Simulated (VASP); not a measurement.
An input for Quantum ESPRESSO's pw.x (written as the equivalent of a VASP run, and not itself run):

```
&CONTROL
  calculation = 'scf'
  pseudo_dir = './pseudo'
  outdir = './out'
  tprnfor = .true.
  tstress = .true.
/
&SYSTEM
  ibrav = 0
  nat = 2
  ntyp = 2
  ecutwfc = 82
  occupations = 'tetrahedra'
  input_dft = 'pbe'
  vdw_corr = 'grimme-d3'
  dftd3_version = 4
  dftd3_threebody = .false.
/
&ELECTRONS
  conv_thr = 7.3e-09
  electron_maxstep = 100
/
ATOMIC_SPECIES
  Hf 178.490 Hf.upf
  C 12.011 C.upf
CELL_PARAMETERS angstrom
     0.0000000    2.3082784    2.3082784
     2.3082784   -0.0000000    2.3082784
     2.3082784    2.3082784    0.0000000
ATOMIC_POSITIONS crystal
  Hf   0.0000000  0.0000000  0.0000000
  C    0.5000000  0.5000000  0.5000000
K_POINTS automatic
  15 15 15 0 0 0
```

### Question
Translate this input to VASP (INCAR, KPOINTS, POSCAR, choice of POTCAR).

### Answer
This is not unique; one that fits is 
File KPOINTS:
```
Automatic mesh
0
Gamma
15 15 15
0 0 0
```

File POSCAR:
```
HfC
1
    0.0000000000     2.3082784210     2.3082784210
    2.3082784210    -0.0000000000     2.3082784210
    2.3082784210     2.3082784210     0.0000000000
Hf C
1 1
Direct
  0.0000000000   0.0000000000   0.0000000000
  0.5000000000   0.5000000000   0.5000000000
```

### INCAR
```
SYSTEM = HfC
PREC = Accurate; ENCUT = 520; LREAL = .False.
LASPH = .True.
EDIFF = 1E-7; NELM = 100; ALGO = Normal
LMAXMIX = 6
ISMEAR = -5
GGA = PE; IVDW = 12
ISIF = 2
LWAVE = .False.; LCHARG = .True.; LORBIT = 11
NEDOS = 601
```

POTCAR, in this order: Hf_pv C (PBE.64 set). Program: vasp_std.

The two are equivalent in intent, not identical: the potentials are each code's own (VASP's PAW set, PseudoDojo norm-conserving files in pw.x), so ENCUT and ecutwfc are chosen apart and not converted; conv_thr bounds pw.x's estimated SCF error, while EDIFF bounds the energy change between steps.

The compound is HfC in the rock salt structure. It was relaxed first.
